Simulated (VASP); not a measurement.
# Bi3SbO3 (Pm-3m) in VASP: a series of runs

One crystal, Bi3SbO3, is run at these levels: PBE; tasks: relaxation of cell and atoms.

All numbers are computed with VASP 6.6.1; they aren't measurements. Logs are shortened: lines on timing, memory, paths and dates and some standing lists are left out, and cuts for length are marked.

**1. The crystal as given**

The structure is cubic, space group Pm-3m (No. 221). The conventional cell has a = 5.230 Å, b = 5.230 Å, c = 5.230 Å, α = 90.00°, β = 90.00°, γ = 90.00°. Around Sb (site symmetry m-3m) lie 6 O at 2.62 Å. Bi (site symmetry 4/mmm) is surrounded by 4 O at 2.62 Å. Around O (site symmetry 4/mmm) lie 2 Sb at 2.62 Å and 4 Bi at 2.62 Å.

The cell was built by a generator and needn't be a form met in nature.

**2. Relaxation of cell and atoms, PBE**

Contents of INCAR:

```
SYSTEM = Bi3SbO3
PREC = Normal
ENCUT = 520
EDIFF = 1E-4
ISMEAR = 0
SIGMA = 0.15
LREAL = .False.
LASPH = .True.
NELM = 60
ALGO = Fast
ISIF = 3
LWAVE = .False.
LCHARG = .False.
GGA = PE
IBRION = 2
NSW = 24
EDIFFG = -0.08
```

Contents of KPOINTS:

```
regular mesh
0
Gamma
  3 3 3
  0 0 0
```

Contents of POSCAR:

```
Bi3SbO3
1.0
    5.2300000000      0.0000000000      0.0000000000
    0.0000000000      5.2300000000      0.0000000000
    0.0000000000      0.0000000000      5.2300000000
Sb Bi O
1 3 3
Direct
    0.0000000000      0.0000000000      0.0000000000
    0.5000000000      0.0000000000      0.5000000000
    0.5000000000      0.5000000000      0.0000000000
    0.0000000000      0.5000000000      0.5000000000
    0.5000000000      0.0000000000      0.0000000000
    0.0000000000      0.5000000000      0.0000000000
    0.0000000000      0.0000000000      0.5000000000
```

Potentials or basis: VASP PAW PBE potentials, release 64 (Sb, Bi_d, O).

Command:

```
cat potpaw_PBE.64/Sb/POTCAR potpaw_PBE.64/Bi_d/POTCAR potpaw_PBE.64/O/POTCAR > POTCAR
mpirun -np 1 vasp_std > vasp.out
```

OUTCAR:

```text
SYSTEM = Bi3SbO3
   PREC = Normal
   ENCUT = 520
   EDIFF = 1E-4
   ISMEAR = 0
   LREAL = .False.
   LASPH = .True.
   NELM = 60
   ISIF = 3
   GGA = PE
   IBRION = 2
   NSW = 24
   EDIFFG = -0.08

 ion  position               nearest neighbor table
   1  0.000  0.000  0.000-   5 2.62   6 2.62   7 2.62   7 2.62   6 2.62   5 2.62   2 3.70   4 3.70
                             2 3.70   3 3.70   4 3.70   3 3.70   4 3.70   2 3.70   3 3.70   4 3.70
   2  0.500  0.000  0.500-   5 2.62   7 2.62   5 2.62   7 2.62   3 3.70   1 3.70   3 3.70   4 3.70
                             3 3.70   4 3.70   3 3.70   1 3.70   4 3.70   1 3.70   1 3.70   4 3.70
   3  0.500  0.500  0.000-   5 2.62   6 2.62   5 2.62   6 2.62   2 3.70   2 3.70   4 3.70   1 3.70
                             2 3.70   4 3.70   2 3.70   1 3.70   4 3.70   1 3.70   4 3.70   1 3.70
   4  0.000  0.500  0.500-   6 2.62   7 2.62   6 2.62   7 2.62   2 3.70   1 3.70   3 3.70   3 3.70
                             1 3.70   2 3.70   1 3.70   1 3.70   2 3.70   3 3.70   3 3.70   2 3.70
   5  0.500  0.000  0.000-   1 2.62   2 2.62   3 2.62   2 2.62   3 2.62   1 2.62
   6  0.000  0.500  0.000-   1 2.62   3 2.62   4 2.62   4 2.62   1 2.62   3 2.62
   7  0.000  0.000  0.500-   1 2.62   2 2.62   4 2.62   1 2.62   4 2.62   2 2.62

  LATTYP: Found a simple cubic cell.
 ALAT       =     5.2300000000

  Lattice vectors:

 A1 = (   5.2300000000,   0.0000000000,   0.0000000000)
 A2 = (   0.0000000000,   5.2300000000,   0.0000000000)
 A3 = (   0.0000000000,   0.0000000000,   5.2300000000)

Analysis of symmetry for initial positions (statically):
=====================================================================
 Subroutine PRICEL returns:
 Original cell was already a primitive cell.

 Routine SETGRP: Setting up the symmetry group for a
 simple cubic supercell.

 Subroutine GETGRP returns: Found 48 space group operations
 (whereof 48 operations were pure point group operations)
 out of a pool of 48 trial point group operations.

The static configuration has the point symmetry O_h .

Analysis of symmetry for dynamics (positions and initial velocities):
=====================================================================
 Subroutine PRICEL returns:
 Original cell was already a primitive cell.

 Routine SETGRP: Setting up the symmetry group for a
 simple cubic supercell.

 Subroutine GETGRP returns: Found 48 space group operations
 (whereof 48 operations were pure point group operations)
 out of a pool of 48 trial point group operations.

The dynamic configuration has the point symmetry O_h .

 Subroutine INISYM returns: Found 48 space group operations
 (whereof 48 operations are pure point group operations),
 and found     1 'primitive' translations

----------------------------------------------------------------------------------------

                                     Primitive cell

  volume of cell :     143.0557

  direct lattice vectors                    reciprocal lattice vectors
     5.230000000  0.000000000  0.000000000     0.191204589  0.000000000  0.000000000
     0.000000000  5.230000000  0.000000000     0.000000000  0.191204589  0.000000000
     0.000000000  0.000000000  5.230000000     0.000000000  0.000000000  0.191204589

  length of vectors
     5.230000000  5.230000000  5.230000000     0.191204589  0.191204589  0.191204589

  position of ions in fractional coordinates (direct lattice)
     0.000000000  0.000000000  0.000000000
     0.500000000  0.000000000  0.500000000
     0.500000000  0.500000000  0.000000000
     0.000000000  0.500000000  0.500000000
     0.500000000  0.000000000  0.000000000
     0.000000000  0.500000000  0.000000000
     0.000000000  0.000000000  0.500000000

  ion indices of the primitive-cell ions
   primitive index   ion index
                 1           1
                 2           2
                 3           3
                 4           4
                 5           5
                 6           6
                 7           7

----------------------------------------------------------------------------------------

 KPOINTS: regular mesh

Automatic generation of k-mesh.
 Grid dimensions read from file:
 generate k-points for:    3    3    3

 Generating k-lattice:

  Cartesian coordinates                     Fractional coordinates (reciprocal lattice)
     0.063734863  0.000000000  0.000000000     0.333333333  0.000000000  0.000000000
     0.000000000  0.063734863  0.000000000     0.000000000  0.333333333  0.000000000
     0.000000000  0.000000000  0.063734863     0.000000000  0.000000000  0.333333333

  Length of vectors
     0.063734863  0.063734863  0.063734863

  Shift w.r.t. Gamma in fractional coordinates (k-lattice)
     0.000000000  0.000000000  0.000000000

 Subroutine IBZKPT returns following result:
 ===========================================

 Found      4 irreducible k-points:

 Following reciprocal coordinates:
            Coordinates               Weight
  0.000000  0.000000  0.000000      1.000000
  0.333333  0.000000  0.000000      6.000000
  0.333333  0.333333  0.000000     12.000000
  0.333333  0.333333  0.333333      8.000000
   k-points           NKPTS =      4   k-points in BZ     NKDIM =      4   number of bands    NBANDS=     40
   number of dos      NEDOS =    301   number of ions     NIONS =      7
   total plane-waves  NPLWV =  27000
   dimension x,y,z NGX =    30 NGY =   30 NGZ =   30
   dimension x,y,z NGXF=    60 NGYF=   60 NGZF=   60
   ions per type =               1   3   3
   NGX,Y,Z   is equivalent  to a cutoff of   9.54,  9.54,  9.54 a.u.
   NGXF,Y,Z  is equivalent  to a cutoff of  19.07, 19.07, 19.07 a.u.
 SYSTEM =  Bi3SbO3
   PREC   = normal    normal or accurate (medium, high low for compatibility)
   ISTART =      0    job   : 0-new  1-cont  2-samecut
   ICHARG =      2    charge: 1-file 2-atom 10-const
   ISPIN  =      1    spin polarized calculation?
   LNONCOLLINEAR =      F non collinear calculations
   LSORBIT =      F    spin-orbit coupling
   LASPH  =      T    aspherical Exc in radial PAW
   ENCUT  =  520.0 eV  38.22 Ry    6.18 a.u.   9.72  9.72  9.72*2*pi/ulx,y,z
   NELM   =     60;   NELMIN=  2; NELMDL= -5     # of ELM steps
   EDIFF  = 0.1E-03   stopping-criterion for ELM
   LREAL  =      F    real-space projection
   EDIFFG = -.8E-01   stopping-criterion for IOM
   NSW    =     24    number of steps for IOM
   IBRION =      2    ionic relax: 0-MD 1-quasi-New 2-CG
   NFREE  =      1    steps in history (QN), initial steepest desc. (CG)
   ISIF   =      3    stress and relaxation
   ISYM   =      2    0-nonsym 1-usesym 2-fastsym
   POTIM  = 0.5000    time-step for ionic-motion
   TEBEG  =    0.0;   TEEND  =   0.0 temperature during run
   PSTRESS=    0.0 pullay stress
   NELECT =      68.0000    total number of electrons
   NUPDOWN=      -1.0000    fix difference up-down
   EMIN   =  10.00;   EMAX   =-10.00  energy-range for DOS
   EFERMI =   0.00;   METHOD = LEGACY
   ISMEAR =     0;   SIGMA  =   0.15  broadening in eV -4-tet -1-fermi 0-gaus
   EFERMI_NEDOS =   21; number of points for ismear=-14 and -15
   IALGO  =     68    algorithm
   IMIX   =      4    mixing-type and parameters
     AMIX     =   0.40;   BMIX     =  1.00
     AMIX_MAG =   1.60;   BMIX_MAG =  1.00
  volume/ion in A,a.u.               =      20.44       137.91
  Fermi-wavevector in a.u.,A,eV,Ry     =   1.277643  2.414395 22.209757  1.632371
  Thomas-Fermi vector in A             =   2.410231
   LORBIT       =      0    0 simple, 1 ext, 2 COOP (PROOUT), +10 PAW based schemes
   GGA     = PE    functional components
   LHFCALC =     F    Hartree Fock is set to
   AEXX    =    0.0000 exact exchange contribution
   IVDW    =     0    specifies the selected vdW correction
   LEPSILON=     F    determine dielectric tensor
   LRPA    =     F    only Hartree local field effects (RPA)
 conjugate gradient relaxation of ions
 non-spin polarized calculation
 RMM-DIIS sequential band-by-band and
 Gauss-broadening in eV      SIGMA  =   0.15
  energy-cutoff  :      520.00
  volume of cell :      143.06
 maximum number of plane-waves:      3887
   NGX = 19   NGY = 19   NGZ = 19

--------------------------------------- Ionic step        1  -------------------------------------------

 number of electron      68.0000075 magnetization

 Free energy of the ion-electron system (eV)
  ---------------------------------------------------
  ext. energy  EPLUGINS =         0.00000000
  ---------------------------------------------------
  free energy    TOTEN  =       -33.37194329 eV

  energy without entropy =      -33.33114844  energy(sigma->0) =      -33.35154586

------------------------ aborting loop because EDIFF is reached ----------------------------------------

  FORCE on cell =-STRESS in cart. coord.  units (eV):
  Direction    XX          YY          ZZ          XY          YZ          ZX
  --------------------------------------------------------------------------------------
  -------------------------------------------------------------------------------------
  Total       -4.1645222     -4.1645222     -4.1645222      0.0000000     -0.0000000      0.0000000
  in kB      -46.6413058    -46.6413058    -46.6413058      0.0000000     -0.0000000      0.0000000
  external PRESSURE =     -46.6413058 kB  Pullay stress =       0.0000000 kB
[... 67 lines left out ...]
  energy  without entropy=      -33.4095725458  energy(sigma->0) =      -33.43062857

--------------------------------------- Ionic step        3  -------------------------------------------

 number of electron      67.9999889 magnetization

 Free energy of the ion-electron system (eV)
  ---------------------------------------------------
  ext. energy  EPLUGINS =         0.00000000
  ---------------------------------------------------
  free energy    TOTEN  =       -33.49153326 eV

  energy without entropy =      -33.45116484  energy(sigma->0) =      -33.47134905

 E-fermi :   8.2568     XC(G=0): -10.7460

 val. band max:        8.0503791083   @ k =   0.3333   0.3333   0.3333
 cond. band min:       8.2961727153   @ k =   0.3333   0.3333   0.0000
 fundamental gap:      0.2457936070
 Fermi energy:         8.2568352778

 k-point     1 :       0.0000    0.0000    0.0000
  band No.  band energies     occupation
      1     -15.2371      2.00000
      2     -15.2371      2.00000
      3     -15.1367      2.00000
      4     -15.1367      2.00000
      5     -15.1367      2.00000
      6     -15.0496      2.00000
[... 195 lines left out ...]
  FREE ENERGIE OF THE ION-ELECTRON SYSTEM (eV)
  ---------------------------------------------------
  free  energy   TOTEN  =       -33.4915332597 eV

  energy  without entropy=      -33.4511648417  energy(sigma->0) =      -33.47134905

 reached required accuracy - stopping structural energy minimisation
```

Wall time 38 s (1 thread of Intel Xeon Platinum 8488C (Sapphire Rapids), shared host); peak memory 0.18 GiB.

Results:

```yaml
Free_energy: -33.4915 eV
Relaxed_volume: 19.32 Å³/atom
Relaxed_cell: a = 5.133 Å, b = 5.133 Å, c = 5.133 Å, α = 90.00°, β = 90.00°, γ = 90.00°
Space_group_after_relaxing_to_0.05_Å: Pm-3m (No. 221)
Energy_gained_by_relaxing: 17.1 meV/atom
Ionic_steps: 3
Pressure_after_relaxing: -0.1 GPa
Band_gap_on_the_k_mesh: none (metal or under the smearing width)
```

Step by step:
```csv
step,energy change (eV),largest force (eV/Å),pressure (GPa),volume (Å³)
1,0.0000,0.0000,-4.66,143.06
2,-0.0797,0.0000,3.06,131.09
3,-0.1196,0.0000,-0.12,135.27
```

Final structure:
```cif
data_structure
_symmetry_space_group_name_H-M 'P 1'
_symmetry_Int_Tables_number 1
_cell_length_a 5.1333
_cell_length_b 5.1333
_cell_length_c 5.1333
_cell_angle_alpha 90.000
_cell_angle_beta 90.000
_cell_angle_gamma 90.000
_cell_volume 135.27
loop_
_atom_site_label
_atom_site_type_symbol
_atom_site_fract_x
_atom_site_fract_y
_atom_site_fract_z
_atom_site_occupancy
Sb1 Sb 0.00000 0.00000 0.00000 1
Bi1 Bi 0.50000 0.00000 0.50000 1
Bi2 Bi 0.50000 0.50000 0.00000 1
Bi3 Bi 0.00000 0.50000 0.50000 1
O1 O 0.50000 0.00000 0.00000 1
O2 O 0.00000 0.50000 0.00000 1
O3 O 0.00000 0.00000 0.50000 1
```

Levels at points of the mesh, in eV from the Fermi level:
```tsv
k point	band 31	band 32	band 33	band 34	band 35	band 36	band 37	band 38
(0.00, 0.00, 0.00)	-4.58	-0.21	-0.21	-0.21	2.85	2.85	2.85	4.18
```

Caveat: the k mesh is coarse (spacing up to 0.40 Å⁻¹), so the values aren't converged; spin-orbit coupling is left out, which moves the levels of the heavy elements; the relaxation stopped at a loose force limit of 0.08 eV/Å, so its end isn't a converged minimum.

**3. Relaxation of cell and atoms, PBE**

This run uses another cell than the first one, of 22.48 Å³/atom, 1.100 times its volume.

INCAR is that of step 2.

KPOINTS is that of step 2.

Contents of POSCAR:

```
Bi3SbO3
1.0
    5.3991275900      0.0000000000      0.0000000000
    0.0000000000      5.3991275900      0.0000000000
    0.0000000000      0.0000000000      5.3991275900
Sb Bi O
1 3 3
Direct
    0.0000000000      0.0000000000      0.0000000000
    0.5000000000      0.0000000000      0.0000000000
    0.0000000000      0.5000000000      0.0000000000
    0.0000000000      0.0000000000      0.5000000000
    0.5000000000      0.0000000000      0.5000000000
    0.5000000000      0.5000000000      0.0000000000
    0.0000000000      0.5000000000      0.5000000000
```

Potentials or basis: VASP PAW PBE potentials, release 64 (Sb, Bi_d, O).

Command:

```
cat potpaw_PBE.64/Sb/POTCAR potpaw_PBE.64/Bi_d/POTCAR potpaw_PBE.64/O/POTCAR > POTCAR
mpirun -np 1 vasp_std > vasp.out
```

OUTCAR:

```text
SYSTEM = Bi3SbO3
   PREC = Normal
   ENCUT = 520
   EDIFF = 1E-4
   ISMEAR = 0
   LREAL = .False.
   LASPH = .True.
   NELM = 60
   ISIF = 3
   GGA = PE
   IBRION = 2
   NSW = 24
   EDIFFG = -0.08

 ion  position               nearest neighbor table
   1  0.000  0.000  0.000-   2 2.70   3 2.70   4 2.70   4 2.70   3 2.70   2 2.70
   2  0.500  0.000  0.000-   1 2.70   5 2.70   6 2.70   5 2.70   6 2.70   1 2.70   3 3.82   3 3.82
                             4 3.82   4 3.82   3 3.82   4 3.82   4 3.82   3 3.82
   3  0.000  0.500  0.000-   1 2.70   6 2.70   7 2.70   7 2.70   1 2.70   6 2.70   2 3.82   4 3.82
                             2 3.82   4 3.82   4 3.82   2 3.82   4 3.82   2 3.82
   4  0.000  0.000  0.500-   1 2.70   5 2.70   7 2.70   1 2.70   7 2.70   5 2.70   2 3.82   3 3.82
                             3 3.82   3 3.82   3 3.82   2 3.82   2 3.82   2 3.82
   5  0.500  0.000  0.500-   2 2.70   4 2.70   2 2.70   4 2.70
   6  0.500  0.500  0.000-   2 2.70   3 2.70   2 2.70   3 2.70
   7  0.000  0.500  0.500-   3 2.70   4 2.70   3 2.70   4 2.70

  LATTYP: Found a simple cubic cell.
 ALAT       =     5.3991275900

[... 182 lines left out ...]
  band No.  band energies     occupation
      1     -18.0734      2.00000
      2     -17.9042      2.00000
      3     -17.9042      2.00000
      4     -17.9042      2.00000
      5     -17.8947      2.00000
      6     -17.8947      2.00000
[... 242 lines left out ...]
--------------------------------------- Ionic step        3  -------------------------------------------

 number of electron      67.9999737 magnetization

 Free energy of the ion-electron system (eV)
  ---------------------------------------------------
  ext. energy  EPLUGINS =         0.00000000
  ---------------------------------------------------
  free energy    TOTEN  =       -29.17235431 eV

  energy without entropy =      -29.17033540  energy(sigma->0) =      -29.17134486

 E-fermi :   4.3250     XC(G=0):  -9.0869

 val. band max:        4.0535575639   @ k =   0.3333   0.3333   0.3333
 cond. band min:       4.6206761728   @ k =   0.3333   0.3333   0.3333
 fundamental gap:      0.5671186089
 Fermi energy:         4.3250459442

 k-point     1 :       0.0000    0.0000    0.0000
  band No.  band energies     occupation
      1     -19.1461      2.00000
      2     -19.0579      2.00000
      3     -19.0579      2.00000
      4     -19.0579      2.00000
      5     -19.0401      2.00000
      6     -19.0401      2.00000
[... 195 lines left out ...]
  FREE ENERGIE OF THE ION-ELECTRON SYSTEM (eV)
  ---------------------------------------------------
  free  energy   TOTEN  =       -29.1723543120 eV

  energy  without entropy=      -29.1703354028  energy(sigma->0) =      -29.17134486

 reached required accuracy - stopping structural energy minimisation
```

CONTCAR:

```text
Bi3SbO3
   1.00000000000000
     5.5987697451925902    0.0000000000000000   -0.0000000000000000
    -0.0000000000000000    5.5987697451925902    0.0000000000000000
     0.0000000000000000    0.0000000000000000    5.5987697451925902
  Sb              Bi              O
     1     3     3
Direct
     0.0000000000000000    0.0000000000000000    0.0000000000000000
     0.5000000000000000    0.0000000000000000    0.0000000000000000
     0.0000000000000000    0.5000000000000000    0.0000000000000000
     0.0000000000000000    0.0000000000000000    0.5000000000000000
     0.5000000000000000    0.0000000000000000    0.5000000000000000
     0.5000000000000000    0.5000000000000000    0.0000000000000000
     0.0000000000000000    0.5000000000000000    0.5000000000000000

  0.00000000E+00  0.00000000E+00  0.00000000E+00
  0.00000000E+00  0.00000000E+00  0.00000000E+00
  0.00000000E+00  0.00000000E+00  0.00000000E+00
  0.00000000E+00  0.00000000E+00  0.00000000E+00
  0.00000000E+00  0.00000000E+00  0.00000000E+00
  0.00000000E+00  0.00000000E+00  0.00000000E+00
  0.00000000E+00  0.00000000E+00  0.00000000E+00
```

Wall time 39 s (1 thread of Intel Xeon Platinum 8488C (Sapphire Rapids), shared host); peak memory 0.18 GiB.

Results:

```yaml
Free_energy: -29.1724 eV
Relaxed_volume: 25.07 Å³/atom
Relaxed_cell: a = 5.599 Å, b = 5.599 Å, c = 5.599 Å, α = 90.00°, β = 90.00°, γ = 90.00°
Space_group_after_relaxing_to_0.05_Å: Pm-3m (No. 221)
Energy_gained_by_relaxing: 63.2 meV/atom
Ionic_steps: 3
Pressure_after_relaxing: -0.2 GPa
Band_gap_on_the_k_mesh: 0.57 eV, direct
```

The path:
| step | energy change (eV) | largest force (eV/Å) | pressure (GPa) | volume (Å³) |
| --- | --- | --- | --- | --- |
| 1 | 0.0000 | 0.0000 | 8.33 | 157.39 |
| 2 | -0.3298 | 0.0000 | -3.37 | 185.54 |
| 3 | -0.4426 | 0.0000 | -0.15 | 175.50 |

Final structure:
```xyz
7
Lattice="5.5988 0.0000 0.0000 0.0000 5.5988 0.0000 0.0000 0.0000 5.5988" Properties=species:S:1:pos:R:3 pbc="T T T"
Sb    0.0000    0.0000    0.0000
Bi    2.7994    0.0000    0.0000
Bi    0.0000    2.7994    0.0000
Bi    0.0000    0.0000    2.7994
O     2.7994    0.0000    2.7994
O     2.7994    2.7994    0.0000
O     0.0000    2.7994    2.7994
```

Caveat: spin-orbit coupling is left out, which as a rule narrows the gap of such compounds by several tenths of an eV; an odd mesh through Γ misses points on the zone boundary, where band edges often lie; the relaxation stopped at a loose force limit of 0.08 eV/Å, so its end isn't a converged minimum.

(Part 1 of 2 ends here.)
